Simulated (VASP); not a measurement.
Given:

```
CELL_PARAMETERS angstrom
      1.38300    -4.02650     0.00000
      1.38300     4.02650     0.00000
     -0.11745     0.00000     3.32993
ATOMIC_POSITIONS crystal
  Ga 0.86813 0.15716 0.25983
  Ga 0.13187 0.84284 0.74016
```

Computed with PBEsol GGA, VASP's PBE PAW potentials (set 64) (plane waves; VASP). Settings: 300 eV cut-off, 8×8×7 Γ-centred mesh, Gaussian smearing of 0.10 eV, potentials Ga_d.

At this cut-off the stress carries a Pulay error, which pulls relaxed volumes low.

Question: Give the force on each atom (eV/Å).

Answer: 
```tsv
atom	Fx	Fy	Fz
Ga1	-0.072	-0.759	-0.142
Ga2	0.072	0.759	0.142
```

Question: Give the stress tensor in GPa (positive for a compressed cell).

Answer: 
```
-0.90   0.26  -1.26
 0.26  -1.83   1.05
-1.26   1.05   1.24
```
The pressure is its mean diagonal, -0.50 GPa.

The structure comes from a measured Ga entry of the Crystallography Open Database, whose conditions weren't checked. The cell was not relaxed at this level, atoms are displaced from their ideal sites. The k-mesh is coarse (spacing up to 0.30 per Å, 2π included), so the numbers may not be converged in it.
